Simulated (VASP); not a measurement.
VASP runs on AsAu$_{3}$ (a trial cell in the D03 structure, space group Fm-3m) share one base input (PBE GGA, plane waves, VASP's PBE PAW potentials (set 64)) and change the settings named in each case.

### KPOINTS
```
Automatic mesh
0
Gamma
5 5 5
0 0 0
```

INCAR:
```
# general
SYSTEM =AsAu3
PREC   =Accurate
ENCUT  =400   # plane-wave cut-off (eV)
LREAL  =F   # projection in real space or not
LASPH  =T   # aspherical one-centre terms

# electronic loop
EDIFF  =1E-6
NELM   =100   # most electronic steps
ALGO   =Normal   # blocked Davidson
LMAXMIX=6   # l cut-off of mixed one-centre charges

# smearing
ISMEAR =0   # Gaussian
SIGMA  =0.05

# functional
GGA    =PE   # PBE

# ions
ISIF   =2   # forces and stress, cell fixed

# output
LWAVE  =F
LCHARG =F
```

**POSCAR**
```
AsAu3
1
    0.0000000000     3.4412440000     3.4412440000
    3.4412440000     0.0000000000     3.4412440000
    3.4412440000     3.4412440000     0.0000000000
As Au
1 3
Direct
  0.0000000000   0.0000000000   0.0000000000
  0.5000000000   0.5000000000   0.5000000000
  0.2500000000   0.2500000000   0.2500000000
  0.7500000000   0.7500000000   0.7500000000
```

POTCAR, in this order: As Au (PBE.64 set). Program: vasp_std.

| change | E(σ→0) (eV/atom) | pressure (GPa) | −TS (eV) | irreducible k-points |
|---|---|---|---|---|
| base run | -3.2793 | -8.43 | -0.0123 | 10 |
| KPOINTS 2×2×2 Monkhorst-Pack mesh | -3.2819 | -9.40 | -0.0193 | 2 |
| KPOINTS 4×4×4 Monkhorst-Pack mesh | -3.3083 | -8.61 | -0.0003 | 10 |
| KPOINTS 5×5×5 Monkhorst-Pack mesh | -3.2793 | -8.43 | -0.0123 | 10 |
| KPOINTS 7×7×7 Monkhorst-Pack mesh | -3.2995 | -8.48 | -0.0054 | 20 |
 Unless said otherwise, spin-orbit coupling is left out, though it shifts the bands of the heavy elements here.

Left out are runs that ran out of time, are held back, or changed the cell or the kind of run, fixed moments of cells without a moment, rows past the twelfth, gaps on odd meshes, pressures of charged cells and columns that move by less than the noise.

The structure was generated: AsAu3 was put into the D03 type (Fm-3m), which need not be its known phase. The cell was not relaxed at this level.
